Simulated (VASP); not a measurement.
Energy against volume of Li (bcc). Computed with PBE GGA with D3 dispersion (Becke-Johnson damping), VASP's PBE PAW potentials (set 64) (plane waves; VASP). Numerical set-up: 520 eV cut-off, 15×15×15 Γ-centred mesh, first-order Methfessel-Paxton smearing of 0.10 eV, potentials Li_sv.

```csv
V (Å³/atom),E (eV/atom)
17.087,-2.07586
17.632,-2.07915
18.177,-2.08058
18.723,-2.08037
```

Problem. Fit these four points and predict the energy of the run at 19.268 Å³/atom.

Solution. A cubic in V^(−2/3), the third-order Birch-Murnaghan form, passes through the four points with V0 = 18.37 Å³/atom and B0 = 15 GPa, and gives -2.0787 eV/atom there. The run gave -2.0787 eV/atom, -0.0 meV/atom from the fit; all five points give B0 = 15 GPa.

The compound is Li in the bcc structure. It was relaxed first, which changed the volume by -14 %.
